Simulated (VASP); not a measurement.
Here is the system:

```
CELL_PARAMETERS angstrom
      3.49168     0.00000     0.00000
     -1.74584     3.02389     0.00000
      0.00000     0.00000     2.72085
ATOMIC_POSITIONS crystal
  Rh 0.00000 0.00000 0.00000
  Si 0.66667 0.33333 0.50000
```

All values below come from PBEsol GGA, VASP's PBE PAW potentials (set 64) (plane waves; VASP). Settings: 400 eV cut-off, Gaussian smearing of 0.050 eV, potentials Rh_pv Si.

Problem. Give the energies of bands 5 to 12 at the high-symmetry points, in eV from the Fermi level.

Solution. 
| band | Γ | M | K | A | L | H |
|---|---|---|---|---|---|---|
| 5 | -5.34 | -6.78 | -6.51 | -7.27 | -6.00 | -6.37 |
| 6 | -4.66 | -4.82 | -4.92 | -4.63 | -5.27 | -5.72 |
| 7 | -4.66 | -2.75 | -2.69 | -4.63 | -3.03 | -2.65 |
| 8 | -1.75 | -2.54 | -2.44 | -3.38 | -2.01 | -1.38 |
| 9 | -1.75 | -1.92 | -2.27 | -3.38 | -1.46 | -1.38 |
| 10 | 4.16 | -1.60 | -2.16 | 1.15 | -1.01 | 0.87 |
| 11 | 4.16 | -0.04 | -0.98 | 4.70 | 2.93 | 1.89 |
| 12 | 5.14 | 6.99 | 9.18 | 4.70 | 3.88 | 2.75 |

It has no gap at this level: it comes out as a metal or semimetal.

The structure was generated: SiRh was put into the WC type (P-6m2), which need not be its known phase. It was relaxed first. The electron count is odd and the run is not spin-polarised, which forces a metal.
